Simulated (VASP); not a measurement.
# SiH₂Cl₂, relaxation of the atoms: which settings are enough?

SiH₂Cl₂, molecule in box, 5 atoms in the cell. PBE, relaxation of the atoms; PAW potentials Cl, Si, H (PBE set). VASP 6.6.1.

Wanted: energy within 1 meV/atom; two shortest distances of each atom within 0.01 Å.

POSCAR:
```
SiH2Cl2
1.0
   12.0000000000      0.0000000000      0.0000000000
    0.0000000000     12.0000000000      0.0000000000
    0.0000000000      0.0000000000     12.0000000000
Cl Si H
2 1 2
Direct
    0.4039570000      0.4780920000      0.6255690000
    0.4141790000      0.6110920000      0.3817970000
    0.4966030000      0.5035120000      0.4892500000
    0.5193350000      0.3927790000      0.4334430000
    0.6004260000      0.5515750000      0.5212200000
```

The series start from Force threshold EDIFFG (eV/Å): -0.02; Electronic threshold EDIFF (eV): 1e-6; Relaxation method: conjugate gradient, POTIM 0.5; Mixing and least electronic steps: default. Each series keeps the choices made before it, and each single choice may use up half of a tolerance.

## Force threshold EDIFFG (eV/Å)

| Force threshold EDIFFG (eV/Å) | Energy less reference (meV/atom) | Two shortest distances of each atom, largest deviation (Å) | Time (s) |
|---|---|---|---|
| -0.1 | 0.2 | 0.010 | 23 |
| -0.05 | 0.1 | 0.006 | 26 |
| -0.03 | 0.0 | 0.002 | 37 |
| -0.02 | 0.0 | 0.002 | 62 |
| -0.01 | 0.0 | 0.001 | 40 |
| -0.005 | 0.0 | 0.000 | 40 |
| -0.002 (reference) | 0.0 | 0.000 | 49 |

Chosen: -0.03, the loosest value from which every tighter one stays within half of the tolerance.

## Electronic threshold EDIFF (eV)

| Electronic threshold EDIFF (eV) | Energy less reference (meV/atom) | Two shortest distances of each atom, largest deviation (Å) | Time (s) |
|---|---|---|---|
| 0.001 | 0.1 | 0.004 | 12 |
| 0.0001 | 0.0 | 0.002 | 16 |
| 1e-5 | 0.0 | 0.001 | 26 |
| 1e-6 | 0.0 | 0.002 | 37 |
| 1e-7 (reference) | 0.0 | 0.000 | 44 |

Chosen: 0.001.

## Relaxation method

| Relaxation method | Energy less reference (meV/atom) | Two shortest distances of each atom, largest deviation (Å) | SCF iterations | Time (s) |
|---|---|---|---|---|
| conjugate gradient, POTIM 0.5 | 0.0 | 0.000 | 41 | 12 |
| conjugate gradient, POTIM 0.2 | 0.0 | 0.001 | 40 | 12 |
| conjugate gradient, POTIM 1.0 | 0.1 | 0.003 | 42 | 11 |
| quasi-Newton, POTIM 0.5 | 0.1 | 0.002 | 28 | 7.3 |
| quasi-Newton, POTIM 0.3, 10 steps kept | 0.1 | 0.003 | 30 | 8.6 |
| quasi-Newton, POTIM 0.5, at least 5 electronic steps | 0.0 | 0.003 | 44 | 10 |
| damped dynamics, POTIM 0.2, SMASS 0.4 | 0.0 | 0.003 | 50 | 14 |
| damped dynamics, POTIM 0.4, SMASS 0.8 | -0.1 | 0.004 | 43 | 11 |
| velocity quench, POTIM 0.1 | 0.1 | 0.003 | 36 | 10 |

Chosen: quasi-Newton, POTIM 0.5, the fastest of those that stay within half of the tolerance.

## Mixing and least electronic steps

| Mixing and least electronic steps | Energy less reference (meV/atom) | Two shortest distances of each atom, largest deviation (Å) | SCF iterations | Time (s) |
|---|---|---|---|---|
| default | 0.0 | 0.000 | 28 | 7.3 |
| MAXMIX 40 | -0.1 | 0.003 | 30 | 7.5 |
| NELMIN 4 | -0.1 | 0.002 | 38 | 8.7 |
| NELMIN 4, MAXMIX 40 | -0.1 | 0.004 | 35 | 8.0 |
| ALGO Fast | -0.1 | 0.001 | 39 | 10 |

Chosen: default; no other choice that stays within half of the tolerance saves 30 % of the time.

## All choices together

| Input | Energy less reference (meV/atom) | Two shortest distances of each atom, largest deviation (Å) | Time (s) |
|---|---|---|---|
| program defaults (naive) | 0.1 | 0.004 | 25 |
| chosen settings | 0.2 | 0.003 | 7.3 |
| reference settings throughout | 0.0 | 0.000 | 51 |

The tolerance is met.

## The input

INCAR:
```
PREC = Normal
ENCUT = 300
EDIFF = 0.001
ISMEAR = 0
SIGMA = 0.01
ISYM = 0
LREAL = F
LASPH = T
NELM = 100
ALGO = Normal
LWAVE = F
LCHARG = F
IBRION = 1
NSW = 150
ISIF = 2
EDIFFG = -0.03
POTIM = 0.5
KPAR = 1
```

KPOINTS:
```
k-points
0
Gamma
  1 1 1
```

Commands:
```
cat potpaw_PBE.64/Cl/POTCAR potpaw_PBE.64/Si/POTCAR potpaw_PBE.64/H/POTCAR > POTCAR
mpirun -np 4 vasp_gam > vasp.out
```

The naive input happens to agree within the tolerance here, in 25 s.

The chosen input took VASP 6.6.1 7.3 s on 4 cores (Intel Xeon 6975P-C (Granite Rapids)), a shared host.

## An input that fails: no relaxation method typed, so the run becomes molecular dynamics without a time step

VASP's message: Fatal error! IBRION=0, but no entry for POTIM on file INCAR. MUST be specified!.

Changes against the starting input:
```
- IBRION = 2
- POTIM = 0.5
```
